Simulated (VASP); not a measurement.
Runs of VASP 6.6.1 on Tl2Ge3. The structure is hexagonal, space group P6/mmm (No. 191). The conventional cell has a = 3.937 Å, b = 3.937 Å, c = 9.392 Å, α = 90.00°, β = 90.00°, γ = 120.00°. Tl (site symmetry 6mm) is surrounded by 1 Tl at 2.73 Å. Ge (site symmetry -6m2) has 6 Ge at 2.27 Å as nearest neighbours. Ge (site symmetry 6/mmm) is surrounded by 6 Ge at 2.27 Å. The cell was built by a generator and needn't be a form met in nature.

```csv
task,level,potentials or basis,spin,cell,k mesh,cutoff (eV),smearing,gap on the mesh (eV),pressure (GPa),relaxed volume (Å³/atom),largest force (eV/Å)
single point,PBE,"VASP PAW PBE potentials, release 64 (Tl_d, Ge_d)",off,as given,8 × 8 × 3,520,fermi-dirac 0.05 eV,none,29.9,-,1.62
relaxation of cell and atoms,LDA,"VASP PAW LDA potentials, release 64 (Tl_d, Ge_d)",off,relaxed,8 × 8 × 3,600,gaussian 0.05 eV,none,0.0,31.90,-
band structure,PBE+MBD,"VASP PAW PBE potentials, release 64 (Tl_d, Ge_d)",off,as given,8 × 8 × 3,520,fermi-dirac 0.1 eV,-,(b),-,(a)
relaxation of cell and atoms,PBE,"VASP PAW PBE potentials, release 64 (Tl_d, Ge_d)",off,relaxed,8 × 8 × 3,600,gaussian 0.05 eV,none,0.0,37.13,0.01
optical spectrum,PBEsol+D3,"VASP PAW PBE potentials, release 64 (Tl_d, Ge_d)","SOC, no magnetisation",as given,6 × 6 × 3,520,gaussian 0.01 eV,-,27.8,-,1.19
```

Fill in the values left out.

(a) 1.84; (b) 26.9.

Caveats: forces of over 1 eV/Å show positions far from the minimum, so gaps and moduli don't describe the material at rest (some runs); the volume moved by over 15 % at a fixed basis, so the end points are rough (some runs); so large a pressure means that the cell lies far from this level's equilibrium, or that cutoff or potentials fall short (some runs); a pressure of tens of GPa on the cell as given is suspect, and the run, the potentials or the cell itself is likely at fault (some runs); spin-orbit coupling is left out, which moves the levels of the heavy elements (some runs); pairwise dispersion overbinds metals, which lowers pressure and volume (some runs); spectra need much finer meshes, so this one isn't converged (some runs).

A k mesh can miss the band edges, and rows without SOC leave out spin-orbit coupling on Ge, Tl.

A gap of «none» marks a metal or a gap under the smearing width.
